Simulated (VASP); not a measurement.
A convergence study with VASP on WSe$_{2}$ (atoms displaced from the space group 194 structure): a few settings are varied, all else stays as given below, so the limit is that of these other settings. The cell's lengths are 1 % over those of the tabulated start and one atom is moved, so it is off equilibrium.

```
CELL_PARAMETERS angstrom
      1.65640    -2.86897     0.00000
      1.65640     2.86897     0.00000
      0.00000     0.00000    13.08960
ATOMIC_POSITIONS crystal
  W  0.33333 0.66667 0.25000
  W  0.66667 0.33333 0.75000
  Se 0.33333 0.66667 0.87900
  Se 0.66667 0.33333 0.37900
  Se 0.66667 0.33333 0.12100
  Se 0.35163 0.68496 0.62100
```

Level of theory: LDA (Ceperley-Alder, Perdew-Zunger), VASP's LDA PAW potentials (set 64) (plane waves; VASP). The last row used: ADDGRID = .TRUE., 500 eV cut-off, 9×9×2 Γ-centred mesh, Gaussian smearing of 0.050 eV, potentials W_sv Se.

Unless said otherwise, spin-orbit coupling is left out, though it shifts the bands of the heavy elements here. Gaps are read on the run's mesh, which can miss a band edge.

```json
[
 {"setting": "ADDGRID = unset, ENCUT = 200, PREC = Low", "E (eV/atom)": "-8.0518", "pressure (GPa)": "-9.32", "largest force (eV/Å)": "0.767", "gap on the mesh (eV)": "1.009", "plane waves": "822"},
 {"setting": "ADDGRID = unset, ENCUT = 200, PREC = Normal", "E (eV/atom)": "-8.0520", "pressure (GPa)": "-9.33", "largest force (eV/Å)": "0.770", "gap on the mesh (eV)": "1.009", "plane waves": "822"},
 {"setting": "ADDGRID = .TRUE., ENCUT = 200, PREC = Normal", "E (eV/atom)": "-8.0520", "pressure (GPa)": "-9.33", "largest force (eV/Å)": "?", "gap on the mesh (eV)": "1.009", "plane waves": "822"},
 {"setting": "ADDGRID = unset, ENCUT = 200, PREC = Accurate", "E (eV/atom)": "-8.0513", "pressure (GPa)": "-9.34", "largest force (eV/Å)": "0.772", "gap on the mesh (eV)": "1.009", "plane waves": "822"},
 {"setting": "ADDGRID = .TRUE., ENCUT = 200, PREC = Accurate", "E (eV/atom)": "-8.0513", "pressure (GPa)": "-9.34", "largest force (eV/Å)": "0.772", "gap on the mesh (eV)": "1.009", "plane waves": "822"},
 {"setting": "ADDGRID = unset, ENCUT = 300, PREC = Low", "E (eV/atom)": "?", "pressure (GPa)": "?", "largest force (eV/Å)": "?", "gap on the mesh (eV)": "1.011", "plane waves": "1489"},
 {"setting": "ADDGRID = unset, ENCUT = 300, PREC = Normal", "E (eV/atom)": "-8.0598", "pressure (GPa)": "-6.48", "largest force (eV/Å)": "0.783", "gap on the mesh (eV)": "1.011", "plane waves": "1489"},
 {"setting": "ADDGRID = .TRUE., ENCUT = 300, PREC = Normal", "E (eV/atom)": "-8.0598", "pressure (GPa)": "-6.48", "largest force (eV/Å)": "0.782", "gap on the mesh (eV)": "1.011", "plane waves": "1489"},
 {"setting": "ADDGRID = unset, ENCUT = 300, PREC = Accurate", "E (eV/atom)": "-8.0599", "pressure (GPa)": "-6.48", "largest force (eV/Å)": "0.783", "gap on the mesh (eV)": "1.011", "plane waves": "1489"},
 {"setting": "ADDGRID = .TRUE., ENCUT = 300, PREC = Accurate", "E (eV/atom)": "-8.0599", "pressure (GPa)": "-6.48", "largest force (eV/Å)": "0.783", "gap on the mesh (eV)": "1.011", "plane waves": "1489"},
 {"setting": "ADDGRID = unset, ENCUT = 400, PREC = Low", "E (eV/atom)": "-8.0598", "pressure (GPa)": "-6.28", "largest force (eV/Å)": "0.780", "gap on the mesh (eV)": "1.011", "plane waves": "2310"},
 {"setting": "ADDGRID = unset, ENCUT = 400, PREC = Normal", "E (eV/atom)": "-8.0600", "pressure (GPa)": "-6.28", "largest force (eV/Å)": "0.785", "gap on the mesh (eV)": "1.011", "plane waves": "2310"},
 {"setting": "ADDGRID = .TRUE., ENCUT = 400, PREC = Normal", "E (eV/atom)": "-8.0600", "pressure (GPa)": "-6.29", "largest force (eV/Å)": "0.785", "gap on the mesh (eV)": "1.011", "plane waves": "2310"},
 {"setting": "ADDGRID = unset, ENCUT = 400, PREC = Accurate", "E (eV/atom)": "-8.0600", "pressure (GPa)": "-6.28", "largest force (eV/Å)": "0.785", "gap on the mesh (eV)": "1.011", "plane waves": "2310"},
 {"setting": "ADDGRID = .TRUE., ENCUT = 400, PREC = Accurate", "E (eV/atom)": "-8.0600", "pressure (GPa)": "-6.29", "largest force (eV/Å)": "0.785", "gap on the mesh (eV)": "1.011", "plane waves": "2310"},
 {"setting": "ADDGRID = unset, ENCUT = 500, PREC = Low", "E (eV/atom)": "-8.0599", "pressure (GPa)": "-6.25", "largest force (eV/Å)": "0.781", "gap on the mesh (eV)": "1.011", "plane waves": "3186"},
 {"setting": "ADDGRID = unset, ENCUT = 500, PREC = Normal", "E (eV/atom)": "-8.0601", "pressure (GPa)": "-6.26", "largest force (eV/Å)": "0.785", "gap on the mesh (eV)": "1.011", "plane waves": "3186"},
 {"setting": "ADDGRID = .TRUE., ENCUT = 500, PREC = Normal", "E (eV/atom)": "-8.0601", "pressure (GPa)": "-6.26", "largest force (eV/Å)": "0.785", "gap on the mesh (eV)": "1.011", "plane waves": "3186"},
 {"setting": "ADDGRID = unset, ENCUT = 500, PREC = Accurate", "E (eV/atom)": "-8.0601", "pressure (GPa)": "-6.26", "largest force (eV/Å)": "0.785", "gap on the mesh (eV)": "1.011", "plane waves": "3186"},
 {"setting": "ADDGRID = .TRUE., ENCUT = 500, PREC = Accurate", "E (eV/atom)": "-8.0601", "pressure (GPa)": "-6.26", "largest force (eV/Å)": "0.785", "gap on the mesh (eV)": "1.011", "plane waves": "3186"}
]
```

### Question
What belongs in the gaps?

### Answer

- ADDGRID = .TRUE., ENCUT = 200, PREC = Normal, largest force (eV/Å): 0.771
- ADDGRID = unset, ENCUT = 300, PREC = Low, E (eV/atom): -8.0596
- ADDGRID = unset, ENCUT = 300, PREC = Low, pressure (GPa): -6.47
- ADDGRID = unset, ENCUT = 300, PREC = Low, largest force (eV/Å): 0.778

Left out are rungs that failed or repeat a setting and relaxations that didn't move; long series are thinned to 24 rows.

The compound is WSe2 in the 2H layered structure. The cell was not relaxed at this level, it is distorted from the ideal structure.
